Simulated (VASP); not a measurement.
Data:

```xyz
5
Lattice="4.3398 0.0000 0.0000 0.0000 4.3398 0.0000 0.0000 0.0000 4.3398" Properties=species:S:1:pos:R:3 pbc="T T T"
Rb     0.0000     0.0000     0.0000
Cd     2.1699     2.1699     2.1699
F      0.0000     2.1699     2.1699
F      2.1699     0.0000     2.1699
F      2.1699     2.1699     0.0000
```

The numbers are results of LDA (Ceperley-Alder, Perdew-Zunger), VASP's LDA PAW potentials (set 64) (plane waves; VASP), not measurements. Run with 520 eV cut-off, 5×5×5 Γ-centred mesh, Gaussian smearing of 0.010 eV, potentials Rb_sv Cd F.

Problem. Give the electronic dielectric tensor ε∞ (DFPT, local fields included).

Solution. 
```
2.51  0.00  0.00
0.00  2.51  0.00
0.00  0.00  2.51
```

Problem. Give the Born effective charges.

Solution. 
```
atom   Z*xx   Z*yy   Z*zz   mean
----  -----  -----  -----  -----
Rb1    1.24   1.24   1.24   1.24
Cd2    2.33   2.33   2.33   2.33
F3    -1.71  -0.93  -0.93  -1.19
F4    -0.93  -1.71  -0.93  -1.19
F5    -0.93  -0.93  -1.71  -1.19
```

The structure comes from a computed database's RbCdF3 entry (Pm-3m); how it stands against other phases isn't given here. It was relaxed first, which changed the volume by -6 %.
